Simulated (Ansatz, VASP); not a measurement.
# CrSeO (2H-CrOSe monolayer): VASP beside Ansatz

Aim: how closely do two programs agree when they are given the same cell, functional and k mesh? The structure shown is the start of the Ansatz relaxation below; VASP solves that cell, so the two are compared at the walk's first step.

Program: Ansatz 0.2.0. Level of theory: plane waves, with VASP 6.6.1 beside it; single point at PBEsol with D3(BJ). Results are calculated unless marked as measured.

### Step 1. Starting point

The cell holds 3 atoms: 1 Se, 1 Cr and 1 O. Cell: a = 2.927 Å, b = 2.927 Å, c = 29.275 Å, α = 90.0°, β = 90.0°, γ = 120.0°. Vacuum lies along c. The height across the vacuum is the one that the program set for its solve, not the one typed.

### Step 2. Ansatz: relaxation, PBEsol with D3(BJ)

Ansatz runs on its default PAW (the set named soft_2) files.

The two programs are compared at the cell with which this relaxation starts, whose forces are those of its first step.

input.yaml reads:

```yaml
crystal:
  lattice:
    - [2.926782, 0.0, 0.0]
    - [-1.463391, 2.5346675633, 0.0]
    - [0.0, 0.0, 20.7374756374]
  atoms:
    - { symbol: Se, position: [0.3333333333, 0.6666666667, 0.4339968932] }
    - { symbol: Cr, position: [0.0, 0.0, 0.5209366721] }
    - { symbol: O, position: [0.3333333333, 0.6666666667, 0.5660031068] }
  periodic: [true, true, false]
kpoints:
  mp_grid: { grid: [12, 12, 1] }
hamiltonian:
  xc: pbesol
  dispersion: d3bj
scf:
  occupations: { method: fermi_dirac, width: 0.05 }
  convergence: { dr2_threshold: 1.0e-09 }
relax:
  f_tol: 0.004
  max_steps: 90
  cell: {}
output:
  write_potential: true
  write_density: true
  volumetric_format: npy
```

Command:

```console
$ ansatz run input.yaml --threads 2 --pin off --max-ram 3072MiB --backend cpu --events-out ev --progress --plain --runs-dir out
```

Numbers of over 12 decimals in the logs are rounded to 6 here.

The log of the run:

```text
Warning: crystal.periodic: the lattice vector that does not repeat stood 0.000° off the slab's normal, 20.737 Å along it as the deck builds it. The run solves the slab on a vector along the normal, 29.275 Å long, with every atom where it was (on the deck's vector they left 18.00 Å outside them, and the widest stretch free of ions among them is 1.80 Å). A fractional position that the run reports is one of the run's ce [...]
Warning: relax.cell: scf.convergence.dr2_threshold = 1e-9 eV is looser than the 1.84907497906e-10 eV advised for a relaxation that steers and ends on the stress (1e-10 eV for each atom of the cell: 3, times the square of relax.cell.stress_2d_tol = 0.05 N/m over 12.7 Å (the atoms' height at the walk's start and 5 Å past either face), 3.925e-2 GPa, over a crystal's default 0.05). What an SCF threshold leaves in a stress goes as its square root, and in the free energy as the threshold itself, and one threshold admits the most on a small cell: [figures from the program's tests cut] Set scf.convergence.dr2_threshold to 1.84907497906e-10 eV or tighter. [rest of the remark cut]
crystal.periodic: the lattice vector that does not repeat stood 0.000° off the slab's normal, 20.737 Å along it as the deck builds it. The run solves the slab on a vector along the normal, 29.275 Å long, with every atom where it was (on the deck's vector they left 18.00 Å outside them, and the widest stretch free of ions among them is 1.80 Å). A fractional position that the run reports is one of the run's cell, which [...]
Engine: ansatz 0.2.0, aarch64-unknown-linux-gnu
Pseudopotentials: kind: paw
Pseudopotential: Se, paw, valence charge 16, recommended cutoff 420 eV (normal), Se.paw.azcp
Pseudopotential: Cr, paw, valence charge 14, recommended cutoff 420 eV (normal), Cr.paw.azcp
Pseudopotential: O, paw, valence charge 6, recommended cutoff 420 eV (normal), O.paw.azcp
Functional definition: PBEsol
  exchange = pbesol_x
  correlation = pbesol_c
Crystal: 3 atoms, lattice volume = 217.174 Å³
Basis set: ecut = 420 eV, 4213 PW (Γ), exchange–correlation on 40×40×400 points (8 copies of the dense FFT grid, shifted against one another)
Bands: 22, of which v1, the nominal top of the filled ones, is band 18 counted from 1 (17 counted from 0)
Symmetry: 6 space group operations
Space group: P3m1 (ITA 156), of the structure as read, at distance tolerance 6.0e-5 Å
k-points: 19 of 144 (time reversal used)
[...]
Crystal: 3 atoms, lattice volume = 209.024 Å³
iter 1 solved again at ethr=6.77e-8 eV; its pass at ethr=3.10e-3 eV (dr2=2.44e-5 eV) is discarded
SCF iter   1: F=—  HF=-9335.085555 eV  |F-HF|=—  |Δ(HF+E_count)|=         —  Δρ=8.22e-5  dr2=2.40e-5  ethr=6.77e-8  ⟨swp⟩=3.2  Hψ=3010  notcnv=0
preconditioner: auto → LDOS  [metal: Δε(μ)=0.084 eV  Ē_g=8.368 eV  σ=0.050 eV  W_gap=0.39  n_scr=18 (ndim 8)  ℏωp=10.9 eV  f_vac=0.792  D(μ)=1.43/eV (n_scr^D=10)  β→1.0]
SCF iter   2: F=—  HF=-9335.085525 eV  |F-HF|=—  |Δ(HF+E_count)|=   2.97e-5  Δρ=9.43e-5  dr2=2.66e-5  ethr=6.66e-8  ⟨swp⟩=2.5  Hψ=667  notcnv=0
SCF iter   3: F=—  HF=-9335.085536 eV  |F-HF|=—  |Δ(HF+E_count)|=   1.13e-5  Δρ=1.78e-5  dr2=6.51e-7  ethr=6.66e-8  ⟨swp⟩=2.6  Hψ=584  notcnv=0
SCF iter   4: F=—  HF=-9335.085477 eV  |F-HF|=—  |Δ(HF+E_count)|=   5.93e-5  Δρ=8.67e-6  dr2=4.13e-7  ethr=1.81e-9  ⟨swp⟩=3.3  Hψ=760  notcnv=0
SCF iter   5: F=—  HF=-9335.085477 eV  |F-HF|=—  |Δ(HF+E_count)|=   6.41e-8  Δρ=2.86e-6  dr2=2.60e-8  ethr=1.15e-9  ⟨swp⟩=1.5  Hψ=444  notcnv=0
SCF iter   6: F=-9335.085477 eV  HF=-9335.085477 eV  |F-HF|=8.45e-9  |Δ(HF+E_count)|=   6.88e-8  Δρ=5.23e-7  dr2=8.77e-10  ethr=2.78e-12  ⟨swp⟩=11.2  Hψ=3769  notcnv=0
SCF 8 converged in 6 iterations: F = -9335.085477 eV  dr2 = 8.77e-10
relax step   8: F+E_penalty+E_count = -9335.08547725 eV  Δ(F+E_penalty+E_count) = -8.114e-5 eV  max|allowed force component| = 2.500e-4 eV/Å  Δτ_max = 0.0004 Å  P = -0.004 N/m  Ω = 209.024 Å³  energy of the carried Pulay correction = +6.778e-5 eV  fix = [c, alpha, beta]  reactions: c -0.000 N/m  (6 SCF iters, accepted)
iter 1 solved again at ethr=8.18e-8 eV; its pass at ethr=3.10e-3 eV (dr2=2.94e-5 eV) is discarded
SCF iter   1: F=—  HF=-9335.085455 eV  |F-HF|=—  |Δ(HF+E_count)|=         —  Δρ=3.09e-6  dr2=5.89e-9  ethr=8.18e-8  ⟨swp⟩=6.8  Hψ=5196  notcnv=0
eigensolver tolerance schedule: the retry pair's looser diagonalisation over-reported the residual by 5000.43 of it (diagonalisation noise at 0.15 of the residual, at the tolerance the schedule requests for it); recorded, not acted on — ethr = c·dr2/N_el stays at c = 1.0e-1
preconditioner: auto → LDOS  [metal: Δε(μ)=0.084 eV  Ē_g=8.367 eV  σ=0.050 eV  W_gap=0.40  n_scr=18 (ndim 8)  ℏωp=10.9 eV  f_vac=0.793  D(μ)=1.43/eV (n_scr^D=10)  β→1.0]
SCF iter   2: F=—  HF=-9335.085390 eV  |F-HF|=—  |Δ(HF+E_count)|=   6.50e-5  Δρ=2.12e-6  dr2=1.80e-8  ethr=1.63e-11  ⟨swp⟩=5.3  Hψ=1432  notcnv=0
SCF iter   3: F=-9335.085390 eV  HF=-9335.085390 eV  |F-HF|=1.91e-9  |Δ(HF+E_count)|=   2.19e-8  Δρ=5.43e-7  dr2=3.50e-10  ethr=2.78e-12  ⟨swp⟩=15.6  Hψ=4347  notcnv=0
SCF 9 converged in 3 iterations: F = -9335.085390 eV  dr2 = 3.50e-10
relax step   9: F+E_penalty+E_count = -9335.08539002 eV  Δ(F+E_penalty+E_count) = +8.723e-5 eV  max|allowed force component| = 2.290e-4 eV/Å  Δτ_max = 0.0000 Å  P = -0.005 N/m  Ω = 209.024 Å³  fix = [c, alpha, beta]  reactions: c -0.000 N/m  stress off target by 4.91e-3 N/m on what of the cell is left free  SCF on the basis re-selected at this cell (its energy is not comparable with the rows above)  (3 SCF iters)
basis re-selected at this cell: Δ(F+E_penalty+E_count) = +8.723e-5 eV, ΔP = -0.001 N/m vs the last step (what re-selecting the basis moved, of the pressure what is left beyond the Pulay correction that the steps carried, after the strain that the cell walked since its last selection, with what the two solves' SCF thresholds leave and, on support functions, any second-order correction that the steps lacked; it is no m [...]
WARN: The output density's exchange-correlation potential varies sharply where the density is thin. Do not read a vacuum level from v_tot or v_xc, or from such a field of the output density. On a cell that repeats whose density bears no net charge and no dipole along the vacuum's axis use v_es (v_loc + v_h of the components); under efield.dipole_correction with no amplitude use v_es + v_field, which holds any externa [...]
SCF converged after 3 iterations
Free energy (F): -9335.085390 eV
Harris-Foulkes:  -9335.085390 eV  (|F-HF|=1.91e-9)
Internal energy: -9335.073298 eV  (E = F + TS)
E sigma→0 (E₀):  -9335.079344 eV
Entropy (-TS):   -0.012092 eV (-4.031 meV/atom)
Fermi energy:    -5.167966 eV
--- Per-component energies (eV) ---
  E_band       = -1208.036742
  E_kinetic    = 637.895577
  E_local      = -102276.492927  (includes V_loc(G=0)·N_el)
  E_nonlocal   = -464.536842
  E_hartree    = 50660.163576
  E_xc         = -316.035128
  E_vxc        = -370.740573  (∫ρ·V_xc dr)
  E_paw        = -3185.909977  (= ΣΔE_a)
  E_vpaw       = -54.490696  (= ΣTr[D̂ρ^β])
  E_aug_tail   = 0.002189  (compensation charges beyond the density's cutoff)
  E_ewald      = 45609.131390
  E_disp       = -0.494892  (pairwise vdW)
  E_core_change = 1.203738  (= ΣΔE_core)
  E_smearing   = -0.012092  (= −TS)
  E_closure    = 0.000000  (closes the sum)
  Σ components = -9335.085390   (vs F -9335.085390, Δ=0.00e0)
--- Forces (eV/Å), atoms counted from 1 ---
  atom   1  Se    -0.00000000     0.00000000     0.00002216
  atom   2  Cr    -0.00000000    -0.00000000    -0.00022869
  atom   3  O      0.00000000     0.00000000     0.00020756
  max |Σ_I F_I| component: 1.02e-6 eV/Å
--- 2D stress c σ (N/m, compression-positive) ---
       -0.004908       0.000000      -0.000000
        0.000000      -0.004908      -0.000000
       -0.000000      -0.000000      -0.000000
  P = ½ c Tr σ = -0.0049 N/m
--- Band table (eV; the first three rows and the last of 19) ---
  k-point 0: bands = [... 14 lower, -9.4176, -6.6043, -6.6043, -4.9647, -3.5191, -3.5191, -1.9814, -1.8778]
  k-point 1: bands = [... 14 lower, -9.2582, -6.8136, -6.6817, -5.0766, -3.5788, -3.4878, -2.6548, -2.0651]
  k-point 2: bands = [... 14 lower, -8.9630, -7.5863, -6.8424, -5.4524, -4.0682, -3.5211, -3.4328, -2.4020]
  k-point 18: bands = [... 14 lower, -10.1562, -9.7428, -7.8748, -6.4524, -5.2115, -4.0988, -3.5483, -2.8840]
  the weakly bound empty levels are not read free of the cell's end (no_gap_told)
--- Relaxed structure (7 steps of the walk, 7 accepted, 2 SCFs on fresh bases) ---
  F+E_penalty+E_count = -9335.08539002 eV   max|allowed force component| = 2.290e-4 eV/Å   (the final SCF, on the basis selected at the relaxed cell)
  cell:  # Å, volume = 209.0240 Å³
    - [2.871341, 0, 0]
    - [-1.435670, 2.486654, 0]
    - [0, 0, 29.274951]
  atoms:
    - { symbol: Se, position: [0.333333, 0.666667, 0.308854] }
    - { symbol: Cr, position: [2.4351972791170082e-17, 4.8703945582340164e-17, 0.367520] }
    - { symbol: O, position: [0.333333, 0.666667, 0.401011] }
```

The column dr2 measures how far the density is from self-consistency, as an energy; F and HF (Harris–Foulkes) agree once it is small.

### Step 3. VASP: single point, PBEsol with D3(BJ), start cell

The same cell, functional, mesh and smearing now go to VASP, with its own data sets.

Lines of VASP's logs that name or quote its potential files are left out, and so is its time.

INCAR reads:

```
SYSTEM = CrSeO
PREC = Accurate
ENCUT = 520
EDIFF = 1E-06
NELM = 120
ISMEAR = -1
SIGMA = 0.05
LREAL = .FALSE.
ALGO = Normal
GGA = PS
IVDW = 12
NBANDS = 18
LASPH = .TRUE.
LORBIT = 11
LWAVE = .FALSE.
LCHARG = .FALSE.
ISIF = 2
LDIPOL = .TRUE.
IDIPOL = 3
DIPOL = 0.5 0.5 0.359
LVHAR = .TRUE.
GGA_COMPAT = .FALSE.
NELMDL = -8
```

POSCAR reads:

```
CrSeO
1.0
    2.9267820000      0.0000000000      0.0000000000
   -1.4633910000      2.5346680000      0.0000000000
    0.0000000000      0.0000000000     29.2749510000
Se Cr O
1 1 1
Direct
    0.3333332018      0.6666664036      0.3074300620
    0.0000000000      0.0000000000      0.3690155451
    0.3333332018      0.6666664036      0.4009392193
```

KPOINTS reads:

```
Automatic mesh
0
Gamma
12 12 1
0 0 0
```

The projector-augmented-wave data sets are Se, Cr_pv and O (PBE family, release 64).

Command:

```console
$ mpirun -np 1 vasp_std
```

The log of the run:

```text
[banner, memory and clock lines left out]
running    1 mpi-ranks, on    1 nodes
 distrk:  each k-point on    1 cores,    1 groups
 distr:  one band on    1 cores,    1 groups

 POSCAR found type information on POSCAR SeCrO
 POSCAR found :  3 types and       3 ions
|                                                                             |
|               ----> ADVICE to this user running VASP <----                  |
|                                                                             |
|     You enforced a specific xc type in the INCAR file but a different       |
|     [... a line on the potential file left out ...]
|     I HOPE YOU KNOW WHAT YOU ARE DOING!                                     |
|                                                                             |

 LDA part: xc-table for (Slater+PW92), standard interpolation
 POSCAR, INCAR and KPOINTS ok, starting setup
 FFT: planning ... GRIDC
 FFT: planning ... GRID_SOFT
 FFT: planning ... GRID
 WAVECAR not read
 entering main loop
       N       E                     dE             d eps       ncg     rms          rms(c)
DAV:   1     0.184075452816E+03    0.18408E+03   -0.11584E+04   852   0.103E+03
DAV:   2    -0.554975217092E+01   -0.18963E+03   -0.18522E+03   922   0.267E+02
DAV:   3    -0.268137997253E+02   -0.21264E+02   -0.20976E+02   850   0.890E+01
DAV:   4    -0.272536242406E+02   -0.43982E+00   -0.43928E+00   870   0.137E+01
DAV:   5    -0.272607936945E+02   -0.71695E-02   -0.71685E-02   956   0.168E+00
DAV:   6    -0.272608854747E+02   -0.91780E-04   -0.91779E-04   928   0.155E-01
DAV:   7    -0.272608878127E+02   -0.23380E-05   -0.23381E-05   976   0.210E-02
DAV:   8    -0.272608878549E+02   -0.42187E-07   -0.42247E-07   630   0.220E-03    0.222E+01
DAV:   9    -0.326986508033E+02   -0.54378E+01   -0.12828E+02   868   0.869E+01    0.352E+01
DAV:  10    -0.231151599899E+02    0.95835E+01   -0.11670E+02   786   0.932E+01    0.984E+00
DAV:  11    -0.222941318249E+02    0.82103E+00   -0.10607E+01   730   0.224E+01    0.284E+00
DAV:  12    -0.221778387185E+02    0.11629E+00   -0.21040E+00   914   0.836E+00    0.221E+00
DAV:  13    -0.221316873787E+02    0.46151E-01   -0.53369E-01   818   0.425E+00    0.802E-01
DAV:  14    -0.221257981315E+02    0.58892E-02   -0.49101E-02   734   0.174E+00    0.236E-01
[...]
DAV:  22    -0.221259542441E+02   -0.27592E-04   -0.35324E-06   780   0.102E-02    0.178E-03
DAV:  23    -0.221259934472E+02   -0.39203E-04   -0.16338E-06   700   0.498E-03    0.166E-03
DAV:  24    -0.221260053407E+02   -0.11893E-04   -0.58833E-07   570   0.611E-03    0.142E-03
DAV:  25    -0.221260169158E+02   -0.11575E-04   -0.39869E-07   538   0.335E-03    0.579E-04
DAV:  26    -0.221260229260E+02   -0.60101E-05   -0.26386E-07   556   0.173E-03    0.385E-04
DAV:  27    -0.221260257193E+02   -0.27934E-05   -0.71576E-08   480   0.917E-04    0.395E-04
DAV:  28    -0.221260268059E+02   -0.10866E-05   -0.32016E-08   428   0.104E-03    0.158E-04
DAV:  29    -0.221260272399E+02   -0.43400E-06   -0.10321E-08   408   0.589E-04
   1 F= -.22599584E+02 E0= -.22590366E+02  d E =-.184366E-01
```

[end of part 1 of 2]

[Lines on the potential files, build, host, timing and source positions are cut from VASP's logs without a mark.]

[Logs are printed without paths, hosts, clocks, repeated set-up lines and the standing remarks that a program may print on its own settings, such as how far it seeks lower states.]

[Hosts, paths, dates, database ids (printed as entryN), source tags and the programs' standing remarks are cut or masked in the printed files.]
